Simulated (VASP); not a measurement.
VASP input:

### POSCAR
```
KBr
1
    0.0000000000     3.2351069619     3.2351069619
    3.2351069619     0.0000000000     3.2351069619
    3.2351069619     3.2351069619     0.0000000000
K Br
1 1
Direct
  0.0000000000   0.0000000000   1.0000000000
  0.5000000000   0.5000000000   0.5000000000
```

### KPOINTS
```
Automatic mesh
0
G
 7 7 7
```

### INCAR
```
# general
SYSTEM    =  KBr
PREC      =  Accurate
ENCUT     =  520   # plane-wave cut-off (eV)
LREAL     =  .FALSE.
LASPH     =  .TRUE.   # aspherical one-centre terms

# electronic loop
EDIFF     =  1E-7   # SCF stop (eV)
NELM      =  100
ALGO      =  Normal
LMAXMIX   =  4   # l cut-off of mixed one-centre charges

# smearing
ISMEAR    =  0   # Gaussian
SIGMA     =  0.05   # width (eV)

# functional
GGA       =  CX
LUSE_VDW  =  .TRUE.
AGGAC     =  0.0

# ions
ISIF      =  2   # forces and stress, cell fixed

# output
LWAVE     =  .FALSE.
LCHARG    =  .FALSE.
```

POTCAR, in this order: K_sv Br (PBE.64 set). Program: vasp_std.

Q: Write an equivalent input for Quantum ESPRESSO's pw.x.

A: One equivalent input (not run):
```
&CONTROL
  calculation = 'scf'
  pseudo_dir = './pseudo'
  outdir = './out'
  tprnfor = .true.
  tstress = .true.
/
&SYSTEM
  ibrav = 0
  nat = 2
  ntyp = 2
  ecutwfc = 74
  occupations = 'smearing'
  smearing = 'gaussian'
  degauss = 0.003675
  input_dft = 'vdw-df-cx'
/
&ELECTRONS
  conv_thr = 7.3e-09
  electron_maxstep = 100
/
ATOMIC_SPECIES
  K 39.098 K.upf
  Br 79.904 Br.upf
CELL_PARAMETERS angstrom
     0.0000000    3.2351070    3.2351070
     3.2351070    0.0000000    3.2351070
     3.2351070    3.2351070    0.0000000
ATOMIC_POSITIONS crystal
  K    0.0000000  0.0000000  1.0000000
  Br   0.5000000  0.5000000  0.5000000
K_POINTS automatic
  7 7 7 0 0 0
```
The two are equivalent in intent, not identical: the potentials are each code's own (VASP's PAW set, PseudoDojo norm-conserving files in pw.x), so ENCUT and ecutwfc are chosen apart and not converted; conv_thr bounds pw.x's estimated SCF error, while EDIFF bounds the energy change between steps.

The compound is KBr in the rock salt structure. This cell is one point of a volume scan, at 0.94 of the reference volume.
